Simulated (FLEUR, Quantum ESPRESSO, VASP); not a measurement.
# Code comparison for Al₂DySi₂ (P-3m1, 5 atoms in the cell)

Self-consistent single point, at a second geometry (lattice scaled by 0.98). First geometry:

```
CELL_PARAMETERS angstrom
      4.25015     0.00000     0.00000
     -2.12508     3.68074     0.00000
      0.00000     0.00000     6.72273
ATOMIC_POSITIONS crystal
  Dy 0.00000 0.00000 0.00000
  Al 0.66667 0.33333 0.35720
  Al 0.33333 0.66667 0.64280
  Si 0.66667 0.33333 0.73936
  Si 0.33333 0.66667 0.26064
```
Moments meant for the start (each program seeds them in its own way; μB, in the order of the atoms Dy Al Al Si Si): 5.0 0.0 0.0 0.0 0.0.

Shared settings, as Quantum ESPRESSO writes them: occupations = smearing; smearing = fermi-dirac; degauss = 0.0073499 Ry; nspin = 2; K_POINTS = automatic 8 8 4 0 0 0. Potentials and cutoffs stand in the table.

```csv
code,model,ΔF from the first geometry (meV/atom),pressure (GPa),largest force (eV/Å),size of the net moment (μB/atom),cutoff
VASP,"PBEsol, VASP's PBE PAW potentials (set 64)",-15.3,-0.13,0.345,0.92,300 eV
Quantum ESPRESSO,"PBEsol, SSSP 1.1.2 efficiency (PBE) pseudopotentials",-11.4,-0.15,0.367,0.92,50 Ry
FLEUR,"PBEsol, all-electron FLAPW (FLEUR), scalar-relativistic valence",-18.7,–,0.364,0.91,Kmax 3.8 1/bohr
```

For Quantum ESPRESSO (by 0.5 GPa) the energy change implies a higher mean pressure, against the two pressures, than for the other programs: a sign of finite-basis (Pulay) stress.

Size of the force on each atom (eV/Å): Sizes of forces hide their directions.

| code | Dy1 | Al2 | Al3 | Si4 | Si5 |
|---|---|---|---|---|---|
| VASP | 0.000 | 0.065 | 0.065 | 0.345 | 0.345 |
| Quantum ESPRESSO | 0.000 | 0.062 | 0.062 | 0.367 | 0.367 |
| FLEUR | 0.000 | 0.089 | 0.089 | 0.364 | 0.364 |

A dash marks a value that a program does not give, or that is left out as unsure.

On VASP's run: spin-orbit coupling is off. With one magnetic atom in the cell only a parallel order is possible. With U or open f shells several self-consistent states can exist. The f electrons are in the valence without U or exact exchange, which can misplace them near the Fermi level. Spin-orbit terms, which matter for f shells, are left out.

The spread over the programs that give each value: ΔF from the first geometry within 7.3 meV/atom; pressure within 0.02 GPa; largest force within 0.022 eV/Å; size of the net moment within 0.01 μB/atom.

FLEUR treats all electrons, but the usual bases taken here (sphere radii, linearisation, local orbitals, empty states) were not tested for convergence, so the values are no reference for the others.

VASP's run is marked for a possible Pulay error in its stress at this cutoff; no cutoff test was made.

The starting cell comes from a database of computed structures (which also holds hypothetical and non-ambient phases and stackings), without a prior relaxation at this level. Its lattice was rescaled by a random factor within 2.5 % of one. For this run, on top of that: lattice scaled by 0.98.

Left out of this page: Ansatz (with a known weakness of the program).
